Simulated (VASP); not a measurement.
Output of a VASP run:

### OSZICAR
```
...
DAV:   8    -0.247766915406E+02   -0.20189E-06   -0.84967E-07  2354   0.588E-03
   2 F= -.24776692E+02 E0= -.24769499E+02  d E =0.138923E-01
       N       E                     dE             d eps       ncg     rms          rms(c)
DAV:   1    -0.249256901453E+02   -0.14900E+00   -0.29078E+00  3515   0.208E+01    0.463E+00
DAV:   2    -0.248116426715E+02    0.11405E+00   -0.67958E-01  3445   0.684E+00    0.658E-01
DAV:   3    -0.248005931456E+02    0.11050E-01   -0.29884E-02  3291   0.111E+00    0.371E-01
DAV:   4    -0.247974717549E+02    0.31214E-02   -0.64766E-03  3697   0.788E-01    0.318E-01
DAV:   5    -0.247974031297E+02    0.68625E-04   -0.67638E-04  3830   0.258E-01    0.150E-01
DAV:   6    -0.247973854859E+02    0.17644E-04   -0.22475E-04  3557   0.883E-02    0.781E-03
DAV:   7    -0.247973849005E+02    0.58542E-06   -0.68387E-06  3634   0.201E-02
   3 F= -.24797385E+02 E0= -.24790909E+02  d E =-.680108E-02
       N       E                     dE             d eps       ncg     rms          rms(c)
DAV:   1    -0.247974000663E+02   -0.14580E-04   -0.37754E-04  3480   0.241E-01    0.534E-02
DAV:   2    -0.247973849847E+02    0.15082E-04   -0.97327E-05  3466   0.804E-02    0.736E-03
DAV:   3    -0.247973836509E+02    0.13338E-05   -0.44880E-06  3242   0.132E-02    0.401E-03
DAV:   4    -0.247973833197E+02    0.33120E-06   -0.79467E-07  1593   0.876E-03
   4 F= -.24797383E+02 E0= -.24790915E+02  d E =-.679950E-02
       N       E                     dE             d eps       ncg     rms          rms(c)
DAV:   1    -0.247977195611E+02   -0.33591E-03   -0.10465E-02  3571   0.929E-01    0.811E-02
DAV:   2    -0.247975252111E+02    0.19435E-03   -0.57964E-04  3536   0.188E-01    0.404E-02
DAV:   3    -0.247974795917E+02    0.45619E-04   -0.87779E-05  3851   0.690E-02    0.142E-02
DAV:   4    -0.247974749571E+02    0.46346E-05   -0.13893E-05  3802   0.293E-02    0.531E-03
DAV:   5    -0.247974747828E+02    0.17433E-06   -0.79006E-07  1705   0.649E-03
   5 F= -.24797475E+02 E0= -.24791017E+02  d E =-.914631E-04
       N       E                     dE             d eps       ncg     rms          rms(c)
DAV:   1    -0.247974770561E+02   -0.20989E-05   -0.63184E-05  3508   0.724E-02    0.642E-03
DAV:   2    -0.247974757771E+02    0.12790E-05   -0.33985E-06  2640   0.148E-02    0.312E-03
DAV:   3    -0.247974754680E+02    0.30912E-06   -0.62143E-07  1600   0.652E-03
   6 F= -.24797475E+02 E0= -.24791017E+02  d E =-.921483E-04
       N       E                     dE             d eps       ncg     rms          rms(c)
DAV:   1    -0.247974755973E+02    0.17980E-06   -0.71706E-06  3620   0.246E-02    0.239E-03
DAV:   2    -0.247974754311E+02    0.16618E-06   -0.39405E-07  1600   0.517E-03
   7 F= -.24797475E+02 E0= -.24791016E+02  d E =-.921114E-04
       N       E                     dE             d eps       ncg     rms          rms(c)
DAV:   1    -0.247975289855E+02   -0.53388E-04   -0.13752E-03  3522   0.425E-01    0.825E-02
DAV:   2    -0.247974880488E+02    0.40937E-04   -0.23981E-04  3565   0.129E-01    0.161E-02
DAV:   3    -0.247974827556E+02    0.52932E-05   -0.13488E-05  3508   0.246E-02    0.793E-03
DAV:   4    -0.247974810972E+02    0.16584E-05   -0.29757E-06  2596   0.163E-02    0.448E-03
DAV:   5    -0.247974809074E+02    0.18974E-06   -0.32546E-07  1558   0.579E-03
   8 F= -.24797481E+02 E0= -.24790979E+02  d E =-.547634E-05
```

**OUTCAR**
```
------------------------ aborting loop because EDIFF is reached ----------------------------------------
  FORCE on cell =-STRESS in cart. coord.  units (eV):
  Direction    XX          YY          ZZ          XY          YZ          ZX
  --------------------------------------------------------------------------------------
  Total       -0.0175182     -0.0175182     -0.0237437      0.0000000      0.0000000     -0.0000000
  in kB       -0.6853243     -0.6853243     -0.9288698      0.0000000      0.0000000     -0.0000000
  external PRESSURE =      -0.7665061 kB  Pullay stress =       0.0000000 kB
  volume of cell :       40.95
      direct lattice vectors                 reciprocal lattice vectors
    -1.613540055  1.613540055  3.932637614     0.000000000  0.309877650  0.127141133
     1.613540055 -1.613540055  3.932637614     0.309877650  0.000000000  0.127141133
     1.613540055  1.613540055 -3.932637614     0.309877650  0.309877650  0.000000000
 POSITION                                       TOTAL-FORCE (eV/Angst)
 -----------------------------------------------------------------------------------
      0.00000      0.00000      5.23456        -0.000000      0.000000     -0.002381
      0.00000      0.00000      2.63071        -0.000000     -0.000000      0.002381
      0.00000      0.00000      0.00000         0.000000      0.000000     -0.000000
 -----------------------------------------------------------------------------------
    total drift:                                0.000000     -0.000000      0.000000
  FREE ENERGIE OF THE ION-ELECTRON SYSTEM (eV)
  ---------------------------------------------------
  free  energy   TOTEN  =       -24.7974809074 eV

  energy  without entropy=      -24.7844777702  energy(sigma->0) =      -24.79097934

 reached required accuracy - stopping structural energy minimisation
```
(Selected blocks of OUTCAR.)

**POSCAR**
```
WSi2
1
   -1.6050000000     1.6050000000     3.9150000000
    1.6050000000    -1.6050000000     3.9150000000
    1.6050000000     1.6050000000    -3.9150000000
Si W
2 1
Direct
  0.6650000000   0.6650000000   0.0000000000
  0.3350000000   0.3350000000   0.0000000000
  0.0000000000   0.0000000000   0.0000000000
```

Task: Reconstruct the remaining input files.

Result: Several could match; the one computed here: the input of the run itself, PBE GGA, plane waves, VASP's PBE PAW potentials (set 64).

**KPOINTS**
```
Automatic mesh
0
Gamma
10 10 10
0 0 0
```

INCAR:
```
ALGO = Normal
EDIFF = 1E-6
EDIFFG = -0.01
ENCUT = 300
GGA = PE
IBRION = 2
ISIF = 3
ISMEAR = -1
LASPH = T
LCHARG = F
LMAXMIX = 6
LREAL = F
LWAVE = F
NELM = 100
NSW = 50
PREC = Accurate
SIGMA = 0.1
SYSTEM = WSi2
```

POTCAR, in this order: Si W_sv (PBE.64 set). Program: vasp_std.

At this cut-off the stress carries a Pulay error, which pulls relaxed volumes low.

The structure is a typed WSi2 crystal. This run relaxes it. Symmetry was kept, so distortions that lower it aren't found. The run is one of a series of settings (EDIFFG = -0.01, IBRION = 2, ISIF = 3, NSW = 50 against the base run), some of them coarse on purpose.
